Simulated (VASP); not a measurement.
Consider the following.

```yaml
crystal:
  lattice:
    - [0.00000, 2.50187, 2.50187]
    - [2.50187, 0.00000, 2.50187]
    - [2.50187, 2.50187, 0.00000]
  atoms:
    - { symbol: Mg, position: [0.00000, 0.00000, 0.00000] }
    - { symbol: S, position: [0.50000, 0.50000, 0.50000] }
```

Level of theory: PBEsol GGA, VASP's PBE PAW potentials (set 64) (plane waves; VASP). Settings: 500 eV cut-off, 9×9×9 Γ-centred mesh, Gaussian smearing of 0.050 eV, potentials Mg S.

Q: Estimate the energy per atom (σ→0), pressure.

A: 
```yaml
energy per atom (σ→0): -4.489 eV/atom
pressure: 99.8 kbar
```

Total energies compare only between runs with the same potentials, cut-off and functional.

The structure was generated: MgS was put into the rock salt type (Fm-3m), which need not be its known phase. It was relaxed first under an external pressure of 10 GPa.
